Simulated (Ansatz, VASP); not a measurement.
# Zn3SbN3: VASP beside Ansatz, part 2 of 2

Wanted: the spread between two codes on one cell, functional and k mesh. The cell is taken from a series of runs on this material, whose earlier steps may have relaxed, scaled, displaced or heated it; both programs get it as it stands.

VASP 6.6.1 and Ansatz 0.2.0.

So far: The structure; Ansatz: G0W0 gap, PBE.

## Step 3: VASP: G0W0 gap, PBE

Level of this step: G0W0 on PBE; plane waves and PAW (Zn_sv_GW, Sb_d_GW, N_GW) (VASP).

The same cell, functional and mesh now go to VASP, with its own data sets.

Lines of VASP's logs that name or quote its potential files are left out, and so is its time.

The run reads the wave functions of an earlier VASP run, which isn't shown here.

Contents of INCAR:

```
SYSTEM = Zn3SbN3
PREC = Accurate
ENCUT = 450
ISMEAR = 0
SIGMA = 0.01
LREAL = .FALSE.
GGA = PE
NBANDS = 432
ALGO = EVGW0
NELMGW = 1
ENCUTGW = 140
NOMEGA = 64
PRECFOCK = Fast
NBANDSGW = 64
LWAVE = .FALSE.
LCHARG = .FALSE.
```

Contents of POSCAR:

```
Zn3SbN3
1.0
    3.4278284426     -3.3160805962      0.0000000000
    3.4278284426      3.3160805962      0.0000000000
   -3.2477524045      0.0000000000      4.6016905916
Zn Sb N
3 1 3
Direct
    0.6430804262      0.6430804262      0.1182101108
    0.7543584315      0.3162018844      0.5184077534
    0.3162018844      0.7543584315      0.5184077534
    0.0600063111      0.0600063111      0.0035042723
    0.4123292139      0.9419837370      0.3006095330
    0.9419837370      0.4123292139      0.3006095330
    0.6979000059      0.6979000059      0.8123590542
```

Contents of KPOINTS:

```
Automatic mesh
0
Gamma
4 4 4
0 0 0
```

PAW data sets: Zn_sv_GW, Sb_d_GW and N_GW (PBE family, release 64).

Command:

```console
mpirun -np 16 vasp_std
```

Numbers of over 12 decimals in the logs are rounded to 6 here.

What it wrote:

```text
[banner, memory and clock lines left out]
running   16 mpi-ranks, on    1 nodes
 distrk:  each k-point on   16 cores,    1 groups
 distr:  one band on    1 cores,   16 groups

 POSCAR found type information on POSCAR ZnSbN
 POSCAR found :  3 types and       7 ions
|                                                                             |
|           W    W    AA    RRRRR   N    N  II  N    N   GGGG   !!!           |
|           W    W   A  A   R    R  NN   N  II  NN   N  G    G  !!!           |
|           W    W  A    A  R    R  N N  N  II  N N  N  G       !!!           |
|           W WW W  AAAAAA  RRRRR   N  N N  II  N  N N  G  GGG   !            |
|           WW  WW  A    A  R   R   N   NN  II  N   NN  G    G                |
|           W    W  A    A  R    R  N    N  II  N    N   GGGG   !!!           |
|                                                                             |
|     For optimal performance we recommend to set                             |
|       NCORE = 2 up to number-of-cores-per-socket                            |
|     NCORE specifies how many cores store one orbital (NPAR=cpu/NCORE).      |
|     This setting can greatly improve the performance of VASP for DFT.       |
|     The default, NCORE=1 might be grossly inefficient on modern             |
|     multi-core architectures or massively parallel machines. Do your        |
|     Unfortunately you need to use the default for GW and RPA                |
|     calculations (for HF NCORE is supported but not extensively tested      |
|     yet).                                                                   |
|                                                                             |

|                                                                             |
|           W    W    AA    RRRRR   N    N  II  N    N   GGGG   !!!           |
|           W    W   A  A   R    R  NN   N  II  NN   N  G    G  !!!           |
|           W    W  A    A  R    R  N N  N  II  N N  N  G       !!!           |
|           W WW W  AAAAAA  RRRRR   N  N N  II  N  N N  G  GGG   !            |
|           WW  WW  A    A  R   R   N   NN  II  N   NN  G    G                |
|           W    W  A    A  R    R  N    N  II  N    N   GGGG   !!!           |
|                                                                             |
|     The default for ENCUTGWSOFT is different in this version of VASP.       |
|     please manually set ENCUTGWSOFT =140 in the INCAR file.                 |
|                                                                             |

 LDA part: xc-table for (Slater+PW92), standard interpolation
 found WAVECAR, reading the header
 POSCAR, INCAR and KPOINTS ok, starting setup
 FFT: planning ... GRIDC
 FFT: planning ... GRID_SOFT
 FFT: planning ... GRID
 reading WAVECAR
 the WAVECAR file was read successfully
 initial charge from wavefunction
 available memory per node:     66.12 GB, setting MAXMEM to     67708

 The Fermi energy was updated, please check that it is located mid-gap
 values below the HOMO (VB) or above the LUMO (CB) will cause erroneous energies
 E-fermi :   4.6018

 calculate exact exchange contribution
 the WAVEDER file was read successfully
|                                                                             |
|           W    W    AA    RRRRR   N    N  II  N    N   GGGG   !!!           |
|           W    W   A  A   R    R  NN   N  II  NN   N  G    G  !!!           |
|           W    W  A    A  R    R  N N  N  II  N N  N  G       !!!           |
|           W WW W  AAAAAA  RRRRR   N  N N  II  N  N N  G  GGG   !            |
|           WW  WW  A    A  R   R   N   NN  II  N   NN  G    G                |
|           W    W  A    A  R    R  N    N  II  N    N   GGGG   !!!           |
|                                                                             |
|     Automatic setting of frequency mesh for GW failed. Frequency mesh       |
|     properly not suitable for determining QP energies. Consider             |
|     increasing number of kpoints.                                           |
|                                                                             |

energies w=
    0.000    0.000    1.339    0.000    2.676    0.000    4.006    0.000
    5.329    0.000    6.641    0.000    7.940    0.000    9.225    0.000
   10.495    0.000   11.748    0.000   12.985    0.000   14.205    0.000
   15.409    0.000   16.597    0.000   17.770    0.000   18.929    0.000
   20.076    0.000   21.212    0.000   22.339    0.000   23.459    0.000
   24.573    0.000   25.684    0.000   26.794    0.000   27.906    0.000
   29.021    0.000   30.142    0.000   31.273    0.000   32.416    0.000
   33.574    0.000   34.750    0.000   35.949    0.000   37.174    0.000
   38.429    0.000   39.719    0.000   41.049    0.000   42.425    0.000
   43.853    0.000   45.340    0.000   46.895    0.000   48.526    0.000
   50.244    0.000   52.060    0.000   53.989    0.000   56.047    0.000
   58.251    0.000   60.626    0.000   63.196    0.000   65.994    0.000
   69.058    0.000   72.434    0.000   76.180    0.000   80.367    0.000
   85.085    0.000   90.450    0.000   96.610    0.000  103.765    0.000
  112.182    0.000  122.230    0.000  134.436    0.000  149.576    0.000
  168.843    0.000  194.166    0.000  228.892    0.000  279.373    0.000
 responsefunction array rank=     416
 LDA part: xc-table for (Slater+PW92), standard interpolation

 min. memory requirement per mpi rank    592.5 MB, per node   9480.3 MB

 allocating   4 responsefunctions rank=   416
 shmem allocating  64 responsefunctions rank=   416
 response function shared by NCSHMEM nodes    1
 Doing            4  frequencies on each core in blocks of           64
NQ=   1    0.0000    0.0000    0.0000,
|.........|.........|.........|.........|.........|.........|.........|.........
 performed       3556000 updates of chi_q(r,r)
 total number of BLAS operations       4805.77 Gflops
NQ=   2    0.2500    0.0000    0.0000,
|.........|.........|.........|.........|.........|.........|.........|.........
 performed       9324000 updates of chi_q(r,r)
 total number of BLAS operations      12188.89 Gflops
NQ=   3    0.5000    0.0000    0.0000,
|.........|.........|.........|.........|.........|.........|.........|.........
 performed      13654000 updates of chi_q(r,r)
 total number of BLAS operations      17512.26 Gflops
NQ=   4    0.2500    0.2500    0.0000,
|.........|.........|.........|.........|.........|.........|.........|.........
 performed      18094000 updates of chi_q(r,r)
 total number of BLAS operations      22999.48 Gflops
NQ=   5    0.5000    0.2500    0.0000,
|.........|.........|.........|.........|.........|.........|.........|.........
 performed      23862000 updates of chi_q(r,r)
 total number of BLAS operations      30162.77 Gflops
NQ=   6   -0.2500    0.2500    0.0000,
|.........|.........|.........|.........|.........|.........|.........|.........
 performed      28524000 updates of chi_q(r,r)
 total number of BLAS operations      35835.66 Gflops
NQ=   7    0.5000    0.5000    0.0000,
|.........|.........|.........|.........|.........|.........|.........|.........
 performed      32080000 updates of chi_q(r,r)
 total number of BLAS operations      39987.17 Gflops
NQ=   8    0.0000    0.0000    0.2500,
|.........|.........|.........|.........|.........|.........|.........|.........
 performed      36520000 updates of chi_q(r,r)
 total number of BLAS operations      45700.06 Gflops
NQ=   9    0.2500    0.0000    0.2500,
|.........|.........|.........|.........|.........|.........|.........|.........
 performed      42288000 updates of chi_q(r,r)
 total number of BLAS operations      52827.03 Gflops
NQ=  10    0.5000    0.0000    0.2500,
|.........|.........|.........|.........|.........|.........|.........|.........
 performed      48056000 updates of chi_q(r,r)
 total number of BLAS operations      59990.32 Gflops
NQ=  11   -0.2500   -0.0000    0.2500,
|.........|.........|.........|.........|.........|.........|.........|.........
 performed      53824000 updates of chi_q(r,r)
 total number of BLAS operations      67373.44 Gflops
NQ=  12    0.2500    0.2500    0.2500,
|.........|.........|.........|.........|.........|.........|.........|.........
 performed      58264000 updates of chi_q(r,r)
 total number of BLAS operations      72804.95 Gflops
NQ=  13    0.5000    0.2500    0.2500,
|.........|.........|.........|.........|.........|.........|.........|.........
 performed      64032000 updates of chi_q(r,r)
 total number of BLAS operations      80041.15 Gflops
NQ=  14   -0.2500    0.2500    0.2500,
|.........|.........|.........|.........|.........|.........|.........|.........
 performed      69800000 updates of chi_q(r,r)
 total number of BLAS operations      87204.44 Gflops
NQ=  15    0.5000    0.5000    0.2500,
|.........|.........|.........|.........|.........|.........|.........|.........
 performed      74240000 updates of chi_q(r,r)
 total number of BLAS operations      92719.61 Gflops
NQ=  16   -0.2500    0.5000    0.2500,
|.........|.........|.........|.........|.........|.........|.........|.........
 performed      80008000 updates of chi_q(r,r)
 total number of BLAS operations      99846.59 Gflops
NQ=  17   -0.2500   -0.2500    0.2500,
|.........|.........|.........|.........|.........|.........|.........|.........
 performed      84448000 updates of chi_q(r,r)
 total number of BLAS operations     105446.07 Gflops
NQ=  18    0.0000    0.0000    0.5000,
|.........|.........|.........|.........|.........|.........|.........|.........
 performed      88004000 updates of chi_q(r,r)
 total number of BLAS operations     109597.58 Gflops
NQ=  19    0.2500    0.0000    0.5000,
|.........|.........|.........|.........|.........|.........|.........|.........
 performed      93772000 updates of chi_q(r,r)
 total number of BLAS operations     116616.16 Gflops
NQ=  20    0.5000    0.0000    0.5000,
|.........|.........|.........|.........|.........|.........|.........|.........
 performed      98102000 updates of chi_q(r,r)
 total number of BLAS operations     121885.35 Gflops
NQ=  21    0.2500    0.2500    0.5000,
|.........|.........|.........|.........|.........|.........|.........|.........
 performed     102542000 updates of chi_q(r,r)
 total number of BLAS operations     127456.66 Gflops
NQ=  22    0.5000    0.2500    0.5000,
|.........|.........|.........|.........|.........|.........|.........|.........
 performed     108310000 updates of chi_q(r,r)
 total number of BLAS operations     134403.44 Gflops
NQ=  23   -0.2500    0.2500    0.5000,
|.........|.........|.........|.........|.........|.........|.........|.........
 performed     112972000 updates of chi_q(r,r)
 total number of BLAS operations     140370.98 Gflops
NQ=  24    0.5000    0.5000    0.5000,
|.........|.........|.........|.........|.........|.........|.........|.........
 performed     116528000 updates of chi_q(r,r)
 total number of BLAS operations     144787.41 Gflops
 resolving degeneracies of screened two electron integrals

 calculate QP shifts <psi_nk| G(iteration)W_0 |psi_nk>: iteration 1
 entering main loop
```

From OUTCAR (step 3):

```text
ion  position               nearest neighbor table
   1  0.643  0.643  0.118-   7 1.96   6 1.98   5 1.98
   2  0.754  0.316  0.518-   6 1.98   7 1.99   5 2.02
   3  0.316  0.754  0.518-   5 1.98   7 1.99   6 2.02
   4  0.060  0.060  0.004-   7 2.06   6 2.08   5 2.08
   5  0.412  0.942  0.301-   1 1.98   3 1.98   2 2.02   4 2.08
   6  0.942  0.412  0.301-   1 1.98   2 1.98   3 2.02   4 2.08
   7  0.698  0.698  0.812-   1 1.96   2 1.99   3 1.99   4 2.06

  LATTYP: Found a base centered monoclinic cell.
 ALAT       =     6.8556568852
 B/A-ratio  =     0.9673998135
 C/A-ratio  =     0.8215635177
 COS(beta)  =    -0.5766239722

 Subroutine GETGRP returns: Found  2 space group operations
 (whereof  2 operations were pure point group operations)

The static configuration has the point symmetry C_1h.

 Found     24 irreducible k-points:

   k-points           NKPTS =     24   k-points in BZ     NKDIM =     64   number of bands    NBANDS=    432

   dimension x,y,z NGX =    36 NGY =   36 NGZ =   40
   dimension x,y,z NGXF=    72 NGYF=   72 NGZF=   80

   ENCUT  =  450.0 eV  33.07 Ry    5.75 a.u.   8.25  8.25  9.74*2*pi/ulx,y,z

   NELECT =      90.0000    total number of electrons

  energy-cutoff  :      450.00
  volume of cell :      104.61
      direct lattice vectors                 reciprocal lattice vectors
     3.427828443 -3.316080596  0.000000000     0.145864943 -0.150780412  0.102947647
     3.427828443  3.316080596  0.000000000     0.145864943  0.150780412  0.102947647
    -3.247752404  0.000000000  4.601690592     0.000000000  0.000000000  0.217311438

 k-points in reciprocal lattice and weights: Automatic mesh
   0.00000000  0.00000000  0.00000000       0.016
   0.25000000  0.00000000  0.00000000       0.062
   0.50000000  0.00000000  0.00000000       0.031
   0.25000000  0.25000000  0.00000000       0.031
   0.50000000  0.25000000  0.00000000       0.062
  -0.25000000  0.25000000  0.00000000       0.031
   0.50000000  0.50000000  0.00000000       0.016
   0.00000000  0.00000000  0.25000000       0.031
   0.25000000  0.00000000  0.25000000       0.062
[...]
-0.25000000  0.25000000  0.50000000       0.031
   0.50000000  0.50000000  0.50000000       0.016

 E-fermi :   4.6018

 QP shifts <psi_nk| G(iteration)W_0 |psi_nk>: iteration 1
 for sc-GW calculations column KS-energies equals QP-energies in previous step
 and V_xc(KS)=  KS-energies - (<T + V_ion + V_H > + <T+V_H+V_ion>^1  + <V_x>^1)
 k-point   1 :       0.0000    0.0000    0.0000
  band No.  KS-energies  QP-energies   sigma(KS)   V_xc(KS)     V^pw_x(r,r')   Z            occupation Imag(sigma)
    ...
     42       1.4031       0.5417     -16.9563     -15.8290     -20.3067       0.7641       2.0000       0.6545
     43       2.6920       1.8892     -17.7434     -16.7026     -20.6140       0.7713       2.0000       0.4904
     44       3.0263       2.2589     -19.3266     -18.3222     -22.5683       0.7640       2.0000       0.5065
     45       3.3534       2.6049     -19.3543     -18.3802     -22.4243       0.7684       2.0000       0.4642
     46       6.1556       6.5731     -12.0463     -12.5637      -8.7419       0.8070       0.0000      -0.3552
     47       7.0541       7.5660     -13.9988     -14.6431     -10.9409       0.7945       0.0000      -0.3639
     48       7.9135       8.5992     -12.5294     -13.3939      -8.7244       0.7932       0.0000      -0.4763
     49       8.2851       8.8457     -11.6427     -12.3409      -7.8190       0.8030       0.0000      -0.4713
    ...

 k-point   2 :       0.2500    0.0000    0.0000
  band No.  KS-energies  QP-energies   sigma(KS)   V_xc(KS)     V^pw_x(r,r')   Z            occupation Imag(sigma)
    ...
     42       1.7424       0.9006     -17.8355     -16.7362     -21.0740       0.7657       2.0000       0.5896
     43       2.4677       1.6162     -19.1698     -18.0584     -22.5094       0.7662       2.0000       0.5392
     44       2.9252       2.1361     -19.4651     -18.4317     -22.7939       0.7635       2.0000       0.5207
     45       3.6783       3.0061     -18.3340     -17.4627     -20.9349       0.7715       2.0000       0.4184
     46       6.2547       6.6990     -12.5433     -13.0991      -9.4141       0.7994       0.0000      -0.3460
     47       7.0607       7.5799     -12.1666     -12.8157      -8.6996       0.7999       0.0000      -0.3967
     48       7.5090       8.0434     -12.0872     -12.7542      -8.4724       0.8012       0.0000      -0.4317
     49       8.2530       8.8929     -12.3281     -13.1276      -8.4468       0.8004       0.0000      -0.4709
    ...

 k-point   3 :       0.5000    0.0000    0.0000
  band No.  KS-energies  QP-energies   sigma(KS)   V_xc(KS)     V^pw_x(r,r')   Z            occupation Imag(sigma)
    ...
     42       1.7920       0.8443     -19.7675     -18.5284     -23.4798       0.7649       2.0000       0.5953
     43       2.6013       1.8238     -18.7138     -17.6933     -21.9974       0.7618       2.0000       0.5490
     44       2.6615       1.8580     -17.9752     -16.9327     -20.8329       0.7706       2.0000       0.4921
     45       3.8536       3.1870     -19.1677     -18.3004     -21.9388       0.7686       2.0000       0.4294
     46       5.9937       6.4337     -12.0878     -12.6382      -8.9584       0.7995       0.0000      -0.3397
     47       7.1016       7.5938     -11.3868     -11.9987      -7.7833       0.8043       0.0000      -0.4076
     48       7.5717       8.1662     -12.4129     -13.1607      -8.7804       0.7949       0.0000      -0.4490
     49       9.3809      10.1895     -12.6970     -13.7136      -8.3959       0.7955       0.0000      -0.5338
    ...

 k-point   4 :       0.2500    0.2500    0.0000
  band No.  KS-energies  QP-energies   sigma(KS)   V_xc(KS)     V^pw_x(r,r')   Z            occupation Imag(sigma)
    ...
     42       2.0003       1.1130     -17.4849     -16.3396     -20.3732       0.7747       2.0000       0.5316
     43       2.4452       1.7127     -18.8002     -17.8379     -22.0507       0.7612       2.0000       0.5445
     44       3.2397       2.5280     -19.5763     -18.6405     -22.8357       0.7605       2.0000       0.5073
     45       3.2894       2.5688     -17.1256     -16.1977     -19.5373       0.7766       2.0000       0.4228
     46       6.3022       6.7811     -12.4133     -13.0121      -9.1954       0.7997       0.0000      -0.3552
     47       6.8989       7.3891     -12.3334     -12.9455      -8.9452       0.8009       0.0000      -0.3826
     48       7.2251       7.8268     -12.5025     -13.2595      -8.9496       0.7948       0.0000      -0.4225
     49       8.8981       9.5732     -12.0798     -12.9213      -7.9464       0.8023       0.0000      -0.5087
    ...

[... 4 further parts left out ...]
```

## Step 4: Side by side

Known differences besides the potentials themselves: fixed occupations in Ansatz, narrow Gaussian smearing in VASP; the data sets hold 66 valence electrons in Ansatz (on its PAW soft_1 files) and 90 in VASP; the cutoff is 420 eV in Ansatz and 450 eV in VASP; VASP leaves aspherical gradient terms in its spheres out (LASPH is not set), Ansatz keeps them; Ansatz integrates over frequency by contour deformation, VASP on a grid of NOMEGA points; Ansatz's G0W0 levels solve the quasiparticle equation, VASP's are linearised. Total energies have different zeros and are not compared.

Compared:

```
                   quantity  Ansatz  VASP  difference
  G0W0 gap on the mesh (eV)    2.07  2.39       -0.32
Kohn-Sham gap under it (eV)    1.39  1.39        0.00
```

VASP's log warns that its frequency grid doesn't suit quasiparticle energies on this mesh.

## Step 5: Results

```yaml
difference_in_g0w0_gap_on_the_mesh_g0w0_gap_pbe: -0.32 eV
```

The difference in G0W0 gap on the mesh is -0.32 eV (G0W0 gap, PBE). The data sets hold unlike numbers of valence electrons (66 in Ansatz and 90 in VASP), so part of the differences comes from the potentials. Part of the difference in the G0W0 gap can come from VASP's linearised levels. Such differences can come from data sets, numerical settings and the points named under the comparisons, not from the functional's error against experiment.

[Lines on the potential files, build, host, timing and source positions are cut from VASP's logs without a mark.]

[Logs are printed without paths, hosts, clocks, repeated set-up lines and the standing remarks that a program may print on its own settings, such as how far it seeks lower states.]

[Hosts, paths, dates, database ids (printed as entryN), source tags and the programs' standing remarks are cut or masked in the printed files.]
